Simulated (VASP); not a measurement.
# TcSe2 (R-3m) in VASP: further runs

One crystal, TcSe2, is run at these levels: r2SCAN+U; tasks: single point.

Everything below comes from runs of VASP 6.6.1. Logs are shortened: lines on timing, memory, paths and dates and some standing lists are left out, and cuts for length are marked.

## Step 1: Starting point

The structure is trigonal, space group R-3m (No. 166). The conventional cell has a = 3.857 Å, b = 3.857 Å, c = 17.491 Å, α = 90.00°, β = 90.00°, γ = 120.00°. Around Tc (site symmetry -3m) lie 6 Se at 2.64 Å. Around Se (site symmetry 3m) lie 3 Tc at 2.64 Å.

The cell was built by a generator and needn't be a form met in nature.

## Step 2: Single point, r2SCAN+U, collinear spin, zero start

Contents of INCAR:

```
ALGO     = Normal         # electronic algorithm
EDIFF    = 1E-6           # SCF threshold, eV
ENCUT    = 520            # plane-wave cutoff, eV
ISIF     = 2              # what is computed and relaxed
ISMEAR   = 0              # smearing method
ISPIN    = 2              # spin polarisation
LASPH    = T              # aspherical terms in the spheres
LCHARG   = F              # write CHGCAR
LDAU     = T              # DFT+U
LDAUJ    = 0 0          
LDAUL    = 2 -1           # shell
LDAUPRINT= 1            
LDAUTYPE = 2            
LDAUU    = 2 0            # U, eV
LMAXMIX  = 4              # l up to which the mixer works
LMIXTAU  = T            
LORBIT   = 11             # projections on sites
LREAL    = F              # projectors in reciprocal space
LWAVE    = F              # write WAVECAR
MAGMOM   = 0 0 0          # initial moments
METAGGA  = R2SCAN         # meta-GGA
NELM     = 80             # most SCF steps
PREC     = Accurate       # precision mode
SIGMA    = 0.05           # smearing width, eV
```

Contents of KPOINTS:

```
k-points
0
Gamma
  6 6 6
```

Contents of POSCAR:

```
TcSe2
1.0
    1.9284189500      1.1133732000      5.8303367600
   -1.9284189500      1.1133732000      5.8303367600
    0.0000000000     -2.2267463900      5.8303367600
Tc Se
1 2
Direct
    0.0000000000      0.0000000000      0.0000000000
    0.2520000000      0.2520000000      0.2520000000
    0.7480000000      0.7480000000      0.7480000000
```

Potentials or basis: VASP PAW PBE potentials, release 64 (Tc_pv, Se).

Launch:

```bash
$ cat potpaw_PBE.64/Tc_pv/POTCAR potpaw_PBE.64/Se/POTCAR > POTCAR
$ mpirun -np 1 vasp_std > vasp.out
```

OUTCAR:

```text
EDIFF = 1E-6
   ENCUT = 520
   ISIF = 2
   ISMEAR = 0
   ISPIN = 2
   LASPH = T
   LORBIT = 11
   LREAL = F
   METAGGA = R2SCAN
   NELM = 80
   PREC = Accurate

 ion  position               nearest neighbor table
   1  0.000  0.000  0.000-   3 2.64   2 2.64   3 2.64   3 2.64   2 2.64   2 2.64
   2  0.252  0.252  0.252-   1 2.64   1 2.64   1 2.64
   3  0.748  0.748  0.748-   1 2.64   1 2.64   1 2.64

  LATTYP: Found a trigonal (rhomboedric) cell.
 ALAT       =     6.2410917526
 COS(alpha) =     0.8090535272

  Lattice vectors:

 A1 = (   1.9284189500,   1.1133732000,   5.8303367600)
 A2 = (  -1.9284189500,   1.1133732000,   5.8303367600)
 A3 = (   0.0000000000,  -2.2267463900,   5.8303367600)

Analysis of symmetry for initial positions (statically):
=====================================================================
 Subroutine PRICEL returns:
 Original cell was already a primitive cell.

 Routine SETGRP: Setting up the symmetry group for a
 trigonal (rhombohedral) supercell.

 Subroutine GETGRP returns: Found 12 space group operations
 (whereof 12 operations were pure point group operations)
 out of a pool of 12 trial point group operations.

The static configuration has the point symmetry D_3d.

Analysis of symmetry for dynamics (positions and initial velocities):
=====================================================================
 Subroutine PRICEL returns:
 Original cell was already a primitive cell.

 Routine SETGRP: Setting up the symmetry group for a
 trigonal (rhombohedral) supercell.

 Subroutine GETGRP returns: Found 12 space group operations
 (whereof 12 operations were pure point group operations)
 out of a pool of 12 trial point group operations.

The dynamic configuration has the point symmetry D_3d.

Analysis of structural, dynamic, and magnetic symmetry:
=====================================================================
 Subroutine PRICEL returns:
 Original cell was already a primitive cell.

 Routine SETGRP: Setting up the symmetry group for a
 trigonal (rhombohedral) supercell.

 Subroutine GETGRP returns: Found 12 space group operations
 (whereof 12 operations were pure point group operations)
 out of a pool of 12 trial point group operations.

The overall configuration has the point symmetry D_3d.

 Subroutine INISYM returns: Found 12 space group operations
 (whereof 12 operations are pure point group operations),
 and found     1 'primitive' translations

----------------------------------------------------------------------------------------

                                     Primitive cell

  volume of cell :      75.1081

  direct lattice vectors                    reciprocal lattice vectors
     1.928418950  1.113373200  5.830336760     0.259279759  0.149695239  0.057172226
    -1.928418950  1.113373200  5.830336760    -0.259279759  0.149695239  0.057172226
     0.000000000 -2.226746390  5.830336760     0.000000000 -0.299390478  0.057172227

  length of vectors
     6.241091753  6.241091753  6.241091749     0.304800461  0.304800461  0.304800462

  position of ions in fractional coordinates (direct lattice)
     0.000000000  0.000000000  0.000000000
     0.252000000  0.252000000  0.252000000
     0.748000000  0.748000000  0.748000000

  ion indices of the primitive-cell ions
   primitive index   ion index
                 1           1
                 2           2
                 3           3

----------------------------------------------------------------------------------------

 KPOINTS: k-points

Automatic generation of k-mesh.
 Grid dimensions read from file:
 generate k-points for:    6    6    6

 Generating k-lattice:

  Cartesian coordinates                     Fractional coordinates (reciprocal lattice)
     0.043213293  0.024949206  0.009528704     0.166666667  0.000000000  0.000000000
    -0.043213293  0.024949206  0.009528704     0.000000000  0.166666667  0.000000000
     0.000000000 -0.049898413  0.009528704     0.000000000  0.000000000  0.166666667

  Length of vectors
     0.050800077  0.050800077  0.050800077

[... 40 lines left out ...]
   ions per type =               1   2
   NGX,Y,Z   is equivalent  to a cutoff of  12.79, 12.79, 12.79 a.u.
   NGXF,Y,Z  is equivalent  to a cutoff of  25.57, 25.57, 25.57 a.u.
 SYSTEM =  unknown system
   PREC   = accura    normal or accurate (medium, high low for compatibility)
   ISTART =      0    job   : 0-new  1-cont  2-samecut
   ICHARG =      2    charge: 1-file 2-atom 10-const
   ISPIN  =      2    spin polarized calculation?
   LNONCOLLINEAR =      F non collinear calculations
   LSORBIT =      F    spin-orbit coupling
   LASPH  =      T    aspherical Exc in radial PAW
   ENCUT  =  520.0 eV  38.22 Ry    6.18 a.u.  11.60 11.60 11.60*2*pi/ulx,y,z
   NELM   =     80;   NELMIN=  2; NELMDL= -5     # of ELM steps
   EDIFF  = 0.1E-05   stopping-criterion for ELM
   LREAL  =      F    real-space projection
   EDIFFG = 0.1E-04   stopping-criterion for IOM
   NSW    =      0    number of steps for IOM
   IBRION =     -1    ionic relax: 0-MD 1-quasi-New 2-CG
   NFREE  =      0    steps in history (QN), initial steepest desc. (CG)
   ISIF   =      2    stress and relaxation
   ISYM   =      2    0-nonsym 1-usesym 2-fastsym
   POTIM  = 0.5000    time-step for ionic-motion
   TEBEG  =    0.0;   TEEND  =   0.0 temperature during run
   PSTRESS=    0.0 pullay stress
   NELECT =      25.0000    total number of electrons
   NUPDOWN=      -1.0000    fix difference up-down
   EMIN   =  10.00;   EMAX   =-10.00  energy-range for DOS
   EFERMI =   0.00;   METHOD = LEGACY
   ISMEAR =     0;   SIGMA  =   0.05  broadening in eV -4-tet -1-fermi 0-gaus
   EFERMI_NEDOS =   21; number of points for ismear=-14 and -15
   IALGO  =     38    algorithm
   IMIX   =      4    mixing-type and parameters
     AMIX     =   0.40;   BMIX     =  1.00
     AMIX_MAG =   1.60;   BMIX_MAG =  1.00
  volume/ion in A,a.u.               =      25.04       168.95
  Fermi-wavevector in a.u.,A,eV,Ry     =   1.134556  2.143999 17.513645  1.287217
  Thomas-Fermi vector in A             =   2.271260
   LORBIT       =     11    0 simple, 1 ext, 2 COOP (PROOUT), +10 PAW based schemes
 LDA+U is selected, type is set to LDAUTYPE =  2
   angular momentum for each species LDAUL =     2   -1
   U (eV)           for each species LDAUU =   2.0  0.0
   J (eV)           for each species LDAUJ =   0.0  0.0
   METAGGA = R2SCAN    functional components
   LHFCALC =     F    Hartree Fock is set to
   AEXX    =    0.0000 exact exchange contribution
   IVDW    =     0    specifies the selected vdW correction
   LEPSILON=     F    determine dielectric tensor
   LRPA    =     F    only Hartree local field effects (RPA)
 spin polarized calculation
 Gauss-broadening in eV      SIGMA  =   0.05
  energy-cutoff  :      520.00
  volume of cell :       75.11
 maximum number of plane-waves:      2040
 NGX is ok and might be reduce to    48
   NGX = 23   NGY = 23   NGZ = 23

 number of electron      24.9999999 magnetization      -0.0039306

atom =   1  type =  1  l = 2

 onsite density matrix

spin component  1

  0.4863 -0.0000 -0.0000 -0.0538  0.0000
 -0.0000  0.4568  0.0000 -0.0000 -0.0538
 -0.0000  0.0000  0.5836 -0.0000 -0.0000
 -0.0538 -0.0000 -0.0000  0.4568 -0.0000
  0.0000 -0.0538 -0.0000 -0.0000  0.4863

spin component  2

  0.4862 -0.0000 -0.0000 -0.0538  0.0000
 -0.0000  0.4568  0.0000 -0.0000 -0.0538
 -0.0000  0.0000  0.5837 -0.0000 -0.0000
 -0.0538 -0.0000 -0.0000  0.4568 -0.0000
  0.0000 -0.0538 -0.0000 -0.0000  0.4862

 occupancies and eigenvectors

  o =  0.4157  v =  0.0000  0.7949  0.0000  0.0000  0.6067  0.0000  0.0000  0.0000  0.0000  0.0000      0.0000  0.0000  0.0000  0.0000  0.0000  0.0000  0.0000  0.0000  0.0000  0.0000
  o =  0.4157  v = -0.6067  0.0000 -0.0000 -0.7949  0.0000  0.0000  0.0000  0.0000  0.0000  0.0000      0.0000  0.0000  0.0000  0.0000  0.0000  0.0000  0.0000  0.0000  0.0000  0.0000
  o =  0.4157  v =  0.0000  0.0000  0.0000  0.0000  0.0000 -0.0000 -0.7947 -0.0000 -0.0000 -0.6070      0.0000  0.0000  0.0000  0.0000  0.0000  0.0000  0.0000  0.0000  0.0000  0.0000
  o =  0.4157  v =  0.0000  0.0000  0.0000  0.0000  0.0000 -0.6070  0.0000 -0.0000 -0.7947  0.0000      0.0000  0.0000  0.0000  0.0000  0.0000  0.0000  0.0000  0.0000  0.0000  0.0000
  o =  0.5273  v =  0.0000  0.0000  0.0000  0.0000  0.0000 -0.0000  0.6070 -0.0000  0.0000 -0.7947      0.0000  0.0000  0.0000  0.0000  0.0000  0.0000  0.0000  0.0000  0.0000  0.0000
  o =  0.5273  v =  0.0000  0.0000  0.0000  0.0000  0.0000  0.7947  0.0000  0.0000 -0.6070 -0.0000      0.0000  0.0000  0.0000  0.0000  0.0000  0.0000  0.0000  0.0000  0.0000  0.0000
  o =  0.5273  v = -0.0000  0.6067 -0.0000  0.0000 -0.7949  0.0000  0.0000  0.0000  0.0000  0.0000      0.0000  0.0000  0.0000  0.0000  0.0000  0.0000  0.0000  0.0000  0.0000  0.0000
  o =  0.5273  v =  0.7949  0.0000  0.0000 -0.6067 -0.0000  0.0000  0.0000  0.0000  0.0000  0.0000      0.0000  0.0000  0.0000  0.0000  0.0000  0.0000  0.0000  0.0000  0.0000  0.0000
  o =  0.5836  v = -0.0000  0.0000  1.0000  0.0000 -0.0000  0.0000  0.0000  0.0000  0.0000  0.0000      0.0000  0.0000  0.0000  0.0000  0.0000  0.0000  0.0000  0.0000  0.0000  0.0000
  o =  0.5837  v =  0.0000  0.0000  0.0000  0.0000  0.0000  0.0000 -0.0000 -1.0000 -0.0000  0.0000      0.0000  0.0000  0.0000  0.0000  0.0000  0.0000  0.0000  0.0000  0.0000  0.0000

 number of electron      24.9999999 magnetization       0.0002982

 Free energy of the ion-electron system (eV)
  ---------------------------------------------------
  ext. energy  EPLUGINS =         0.00000000
  ---------------------------------------------------
  free energy    TOTEN  =       -51.99656823 eV

  energy without entropy =      -51.99197385  energy(sigma->0) =      -51.99427104

 E-fermi :   3.5257     XC(G=0): -10.1193

 val. band max:        3.5241224099   @ k =   0.5000   0.5000  -0.0000
 cond. band min:       3.5357380284   @ k =  -0.3333  -0.3333   0.1667
 fundamental gap:      0.0116156185
 Fermi energy:         3.5257116710

 spin component 1

 k-point     1 :       0.0000    0.0000    0.0000
  band No.  band energies     occupation
      1     -36.6809      1.00000
      2     -36.6809      1.00000
      3     -36.5293      1.00000
      4     -10.5338      1.00000
      5      -9.0499      1.00000
      6      -1.4945      1.00000
[... 895 lines left out ...]
      5      -9.3148      1.00000
      6      -1.2892      1.00000
[... 8 lines left out ...]
     15       6.2283      0.00000
     16       6.4341      0.00000

 [... further k-points ...]

------------------------ aborting loop because EDIFF is reached ----------------------------------------

  FORCE on cell =-STRESS in cart. coord.  units (eV):
  Direction    XX          YY          ZZ          XY          YZ          ZX
  --------------------------------------------------------------------------------------
  -------------------------------------------------------------------------------------
  Total       -7.3127359     -7.3127358     -2.6555947      0.0000000     -0.0000000      0.0000000
  in kB     -155.9923950   -155.9923941    -56.6480979      0.0000000     -0.0000000      0.0000000
  external PRESSURE =    -122.8776290 kB  Pullay stress =       0.0000000 kB

 VOLUME and BASIS-vectors are now :
 -----------------------------------------------------------------------------
  energy-cutoff  :      520.00
  volume of cell :       75.11
      direct lattice vectors                 reciprocal lattice vectors
     1.928418950  1.113373200  5.830336760     0.259279759  0.149695239  0.057172226
    -1.928418950  1.113373200  5.830336760    -0.259279759  0.149695239  0.057172226
     0.000000000 -2.226746390  5.830336760     0.000000000 -0.299390478  0.057172227

 POSITION                                       TOTAL-FORCE (eV/Angst)
 -----------------------------------------------------------------------------------
      0.00000      0.00000      0.00000         0.000000      0.000000      0.000000
      0.00000      0.00000      4.40773        -0.000000      0.000000      1.120665
      0.00000      0.00000     13.08328        -0.000000     -0.000000     -1.120665
 -----------------------------------------------------------------------------------
    total drift:                               -0.000000      0.000000     -0.000000

  FREE ENERGIE OF THE ION-ELECTRON SYSTEM (eV)
  ---------------------------------------------------
  free  energy   TOTEN  =       -51.9965682274 eV

  energy  without entropy=      -51.9919738536  energy(sigma->0) =      -51.99427104

 total charge

# of ion       s       p       d       tot
------------------------------------------
    1        0.318   6.284   4.899  11.501
    2        1.474   2.276   0.039   3.789
    3        1.474   2.276   0.039   3.789
--------------------------------------------------
tot          3.265  10.836   4.977  19.079

 magnetization (x)

# of ion       s       p       d       tot
------------------------------------------
    1        0.000  -0.000   0.000   0.000
    2        0.000   0.000   0.000   0.000
    3        0.000   0.000   0.000   0.000
--------------------------------------------------
tot          0.000   0.000   0.000   0.000
```

Run time: 9.7 min. Hardware: 1 thread of Intel Xeon Platinum 8559C (Emerald Rapids), shared host; peak memory 0.49 GiB.

What came out:

```
Free energy                                           : -51.9966 eV
Pressure                                              : -12.3 GPa
Largest force                                         : 1.121 eV/Å
Band gap on the k mesh                                : none (metal or under the smearing width)
Net moment                                            : 0.00 μB per cell
Valence electrons inside the program's atomic spheres : Tc 11.50; Se 3.79
```

Forces on the atoms (eV/Å):
```
Tc   0.000  0.000  0.000
Se   0.000  0.000  1.121
Se   0.000  0.000 -1.121
```

Eigenvalues of the final occupation matrices:
```
    site  spin  trace               eigenvalues
site 1 d     1   2.47  0.42 0.42 0.53 0.53 0.58
site 1 d     2   2.47  0.42 0.42 0.53 0.53 0.58
```

Caveat: the PAW data sets were made with another functional, which shifts forces and pressure a little.

## Step 3: Single point, r2SCAN+U, collinear spin, random start

Contents of INCAR:

```
ALGO = Normal
EDIFF = 1E-7
ENCUT = 520
ISIF = 2
ISMEAR = 0
ISPIN = 2
LASPH = T
LCHARG = F
LDAU = T
LDAUJ = 0 0
LDAUL = 2 -1
LDAUPRINT = 1
LDAUTYPE = 2
LDAUU = 2 0
LMAXMIX = 4
LMIXTAU = T
LORBIT = 11
LREAL = F
LWAVE = F
MAGMOM = 0.06 0 0
METAGGA = R2SCAN
NELM = 80
PREC = Accurate
SIGMA = 0.05
```

KPOINTS is that of step 2.

POSCAR is that of step 2.

Potentials or basis: VASP PAW PBE potentials, release 64 (Tc_pv, Se).

Launch:

```bash
$ cat potpaw_PBE.64/Tc_pv/POTCAR potpaw_PBE.64/Se/POTCAR > POTCAR
$ mpirun -np 1 vasp_std > vasp.out
```

It took 13 min on 1 thread of Intel Xeon Platinum 8559C (Emerald Rapids), shared host; peak memory 0.5 GiB.

Results (log left out):

```
Free energy                                           : -52.9245 eV
Pressure                                              : -7.2 GPa
Largest force                                         : 0.809 eV/Å
Band gap on the k mesh                                : none (metal or under the smearing width)
Net moment                                            : 1.44 μB per cell
Site moments                                          : Tc +1.41; Se -0.02 μB
Valence electrons inside the program's atomic spheres : Tc 11.45; Se 3.83
```

Forces on the atoms (eV/Å):
```
Tc   0.000  0.000  0.000
Se   0.000  0.000  0.809
Se   0.000  0.000 -0.809
```

Stress tensor (GPa, compression positive):
```
-8.68  0.00  0.00
 0.00 -8.68  0.00
 0.00  0.00 -4.28
```

Levels at points of the mesh, in eV from the Fermi level:
Spin up:
```
           k point  band 9  band 10  band 11  band 12  band 13  band 14  band 15  band 16
(0.00, 0.00, 0.00)   -2.62    -2.62    -0.04    -0.04     0.54     0.57     2.91     2.91
(0.50, 0.00, 0.00)   -3.23    -2.08    -1.76    -1.48    -1.40    -0.11     2.51     2.54
(0.50, 0.50, 0.00)   -2.64    -2.07    -1.80    -1.75    -1.01    -0.17     3.10     3.29
(0.50, 0.50, 0.50)   -2.59    -2.59    -1.70    -0.29    -0.29     0.69     3.12     3.12
```
Spin down:
| k point | band 8 | band 9 | band 10 | band 11 | band 12 | band 13 | band 14 | band 15 | band 16 |
| --- | --- | --- | --- | --- | --- | --- | --- | --- | --- |
| (0.00, 0.00, 0.00) | -3.38 | -0.46 | -0.03 | -0.03 | 0.48 | 1.16 | 1.16 | 3.39 | 3.39 |
| (0.50, 0.00, 0.00) | -3.19 | -3.02 | -1.81 | -1.36 | -0.88 | 1.51 | 1.70 | 3.03 | 3.53 |
| (0.50, 0.50, 0.00) | -2.84 | -2.40 | -1.72 | -1.04 | -0.95 | 1.49 | 1.61 | 3.74 | 3.99 |
| (0.50, 0.50, 0.50) | -3.32 | -1.78 | -0.28 | -0.28 | -0.15 | 1.15 | 1.15 | 3.62 | 3.62 |

Eigenvalues of the final occupation matrices:
| site | spin | trace | eigenvalues |
| --- | --- | --- | --- |
| site 1 d | 1 | 3.11 | 0.39 0.48 0.48 0.88 0.88 |
| site 1 d | 2 | 1.74 | 0.08 0.08 0.39 0.39 0.79 |

Caveat: the PAW data sets were made with another functional, which shifts forces and pressure a little. The state reached can hang on the start; a lower one may exist.

## Step 4: Single point, r2SCAN+U, collinear spin, ferromagnetic start

Contents of INCAR:

```
SYSTEM = TcSe2
PREC = Accurate
ENCUT = 520
EDIFF = 1E-6
ISMEAR = 0
SIGMA = 0.05
LREAL = .FALSE.
LASPH = .TRUE.
NELM = 100
ALGO = Normal
ISIF = 2
LWAVE = .FALSE.
LCHARG = .FALSE.
ISPIN = 2
MAGMOM = 0.5 0 0
LORBIT = 11
NUPDOWN = 0
LMAXMIX = 4
LDAU = .TRUE.
LDAUTYPE = 2
LDAUL = 2 -1
LDAUU = 2 0
LDAUJ = 0 0
LDAUPRINT = 1
METAGGA = R2SCAN
LMIXTAU = .TRUE.
```

Contents of KPOINTS:

```
regular mesh
0
G
  6 6 6
  0 0 0
```

POSCAR is that of step 3.

Launch:

```bash
$ cat potpaw_PBE.64/Tc_pv/POTCAR potpaw_PBE.64/Se/POTCAR > POTCAR
$ mpirun -np 1 vasp_std > vasp.out
```

Run time: 11 min. Hardware: 1 thread of Intel Xeon Platinum 8559C (Emerald Rapids), shared host; peak memory 0.49 GiB.

Results (log left out):

- Free energy: -51.9966 eV
- Pressure: -12.3 GPa
- Largest force: 1.124 eV/Å
- Net moment: 0.00 μB per cell
- Valence electrons inside the program's atomic spheres: Tc 11.50; Se 3.79

Forces in eV/Å, atoms in the order of the input:
```
Tc   0.000  0.000  0.000
Se   0.000  0.000  1.124
Se   0.000  0.000 -1.124
```

Stress tensor (GPa, compression positive):
```
-15.58   0.00   0.00
  0.00 -15.58   0.00
  0.00   0.00  -5.63
```

Eigenvalues of the final occupation matrices:
```
    site  spin  trace               eigenvalues
site 1 d     1   2.47  0.42 0.42 0.53 0.53 0.58
site 1 d     2   2.47  0.42 0.42 0.53 0.53 0.58
```

Caveat: the PAW data sets were made with another functional, which shifts forces and pressure a little; the total moment is fixed, so each spin has its own Fermi level.

(Continued in part 2 of 3.)
